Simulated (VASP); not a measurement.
OSZICAR of a VASP run on Nb (bcc):

### OSZICAR
```
       N       E                     dE             d eps       ncg     rms          rms(c)
DAV:   1     0.112981097920E+03    0.11298E+03   -0.73904E+03  2916   0.127E+03
DAV:   2    -0.607424898332E+01   -0.11906E+03   -0.11591E+03  3142   0.443E+02
DAV:   3    -0.110961986018E+02   -0.50219E+01   -0.47644E+01  4292   0.763E+01
DAV:   4    -0.113736032901E+02   -0.27740E+00   -0.27649E+00  4086   0.161E+01
DAV:   5    -0.113845758832E+02   -0.10973E-01   -0.10968E-01  4384   0.258E+00    0.804E+00
DAV:   6    -0.109907527045E+02    0.39382E+00   -0.75939E-01  4492   0.116E+01    0.288E+00
DAV:   7    -0.109426282289E+02    0.48124E-01   -0.23468E-01  4542   0.636E+00    0.956E-01
DAV:   8    -0.109472311208E+02   -0.46029E-02   -0.13611E-02  3346   0.179E+00    0.352E-02
DAV:   9    -0.109472888447E+02   -0.57724E-04   -0.98977E-04  4912   0.306E-01    0.447E-02
DAV:  10    -0.109473057425E+02   -0.16898E-04   -0.21819E-05  3626   0.639E-02    0.203E-02
DAV:  11    -0.109473021629E+02    0.35796E-05   -0.85517E-06  3264   0.593E-02    0.320E-03
DAV:  12    -0.109473020983E+02    0.64624E-07   -0.31538E-07  1740   0.604E-03
   1 F= -.98856308E+01 E0= -.98856977E+01  d E =-.988563E+01
       N       E                     dE             d eps       ncg     rms          rms(c)
DAV:   1    -0.117056062976E+02   -0.75830E+00   -0.26902E+01  3548   0.837E+01    0.847E+00
DAV:   2    -0.108981092342E+02    0.80750E+00   -0.17689E+00  4242   0.198E+01    0.218E+00
DAV:   3    -0.108003793085E+02    0.97730E-01   -0.65775E-01  4384   0.962E+00    0.153E+00
DAV:   4    -0.108215654237E+02   -0.21186E-01   -0.24884E-02  3842   0.164E+00    0.717E-01
DAV:   5    -0.108366913515E+02   -0.15126E-01   -0.56149E-02  4866   0.177E+00    0.284E-01
DAV:   6    -0.108360818261E+02    0.60953E-03   -0.11880E-03  3584   0.489E-01    0.396E-02
DAV:   7    -0.108360857163E+02   -0.38902E-05   -0.41001E-04  4744   0.144E-01    0.634E-03
DAV:   8    -0.108360856580E+02    0.58264E-07   -0.39927E-06  2936   0.242E-02
   2 F= -.98541490E+01 E0= -.98542416E+01  d E =0.314818E-01
       N       E                     dE             d eps       ncg     rms          rms(c)
DAV:   1    -0.113804967571E+02   -0.54441E+00   -0.13894E+01  3512   0.604E+01    0.557E+00
DAV:   2    -0.109522951549E+02    0.42820E+00   -0.11101E+00  4334   0.151E+01    0.153E+00
DAV:   3    -0.109095902901E+02    0.42705E-01   -0.35249E-01  4454   0.663E+00    0.889E-01
DAV:   4    -0.109185336879E+02   -0.89434E-02   -0.86260E-03  3304   0.106E+00    0.578E-01
DAV:   5    -0.109301386245E+02   -0.11605E-01   -0.29089E-02  4796   0.125E+00    0.201E-01
DAV:   6    -0.109302010278E+02   -0.62403E-04   -0.39886E-04  3256   0.257E-01    0.125E-01
DAV:   7    -0.109302497126E+02   -0.48685E-04   -0.18536E-04  3418   0.232E-01    0.914E-03
DAV:   8    -0.109302524247E+02   -0.27121E-05   -0.40059E-06  3260   0.252E-02    0.631E-03
DAV:   9    -0.109302513317E+02    0.10930E-05   -0.10572E-06  1882   0.180E-02    0.329E-03
DAV:  10    -0.109302515570E+02   -0.22537E-06   -0.15120E-07  1536   0.616E-03
   3 F= -.98916756E+01 E0= -.98917860E+01  d E =-.604480E-02
```

Task: Which electronic solver shows in the log?

Result: It is blocked Davidson (ALGO = Normal, or the opening steps of other solvers). The INCAR had ALGO = Normal.

Task: Can the final energy be trusted as converged?

Result: The run converged. It stopped with EDIFF = 1E-6, NELM = 100, NSW = 40 and EDIFFG = -0.02 after 3 ionic steps (PBEsol GGA, plane waves, VASP's PBE PAW potentials (set 64)). Energy and stress use the plane-wave basis of the starting cell.

The compound is Nb in the bcc structure. This run relaxes it under an external pressure of 10 GPa. Symmetry was kept, so distortions that lower it aren't found.
